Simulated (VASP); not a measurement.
HfIn4SiO6:

```
Hf In Si O
1.0
     2.71585   -4.70357    0.00833
     2.71585    4.70357    0.00833
    -1.87915    0.00000    7.40127
Hf In Si O
1 4 1 6
Direct
  0.78835 0.21165 0.00000
  0.62175 0.37825 0.50000
  0.45502 0.54498 0.00000
  0.28407 0.71593 0.50000
  0.95814 0.04186 0.50000
  0.12168 0.87832 0.00000
  0.06219 0.11415 0.86666
  0.88585 0.93781 0.13334
  0.79490 0.53784 0.86663
  0.46216 0.20510 0.13337
  0.15352 0.62879 0.13333
  0.37121 0.84648 0.86667
```

The cell was built by a generator and needn't be a form met in nature.

```yaml
Program: VASP 6.6.1
Task: relaxation of cell and atoms
Functional: vdW-DF-cx
Potentials_or_basis: VASP PAW PBE potentials, release 64 (Hf_pv, In_d, Si, O)
Cutoff: 600 eV
k_mesh: 6 × 6 × 4
Occupations: fermi-dirac, width 0.05 eV
Spin: no spin polarisation
```

At the start: pressure -3.9 GPa; volume 15.77 Å³/atom.

**Question.** How do energy, volume and symmetry change on relaxing?

**Answer.** Over 10 steps the energy falls by 9.1 meV/atom and the volume is 15.02 Å³/atom (-4.7 %); space group C2 (No. 5, to 0.05 Å).

The path:
```tsv
step	energy change (eV)	largest force (eV/Å)	pressure (GPa)	volume (Å³)
1	0.0000	0.1767	-3.87	189.24
2	-0.0178	0.6269	3.52	178.99
3	-0.0724	0.2732	-0.13	183.64
4	-0.0937	0.1501	-0.08	182.35
5	-0.1055	0.1255	0.07	180.39
6	-0.1095	0.0366	-0.04	180.16
7	-0.1095	0.0361	-0.04	180.16
8	-0.1097	0.0151	0.14	180.03
9	-0.1097	0.0125	0.09	180.06
10	-0.1098	0.0067	-0.02	180.26
```

Final structure:
```
Hf In Si O
1.0
     2.69295   -4.65747    0.00745
     2.69295    4.65747    0.00745
    -1.86497    0.00000    7.18084
Hf In Si O
1 4 1 6
Direct
  0.78825 0.21175 0.00000
  0.62152 0.37848 0.50000
  0.45501 0.54499 0.00000
  0.28460 0.71540 0.50000
  0.95785 0.04215 0.50000
  0.12165 0.87835 0.00000
  0.05987 0.11267 0.86300
  0.88733 0.94013 0.13700
  0.79391 0.53583 0.86287
  0.46417 0.20609 0.13713
  0.15407 0.62940 0.13704
  0.37060 0.84593 0.86296
```

Caveat: the PAW data sets were made with another functional, which shifts forces and pressure a little.
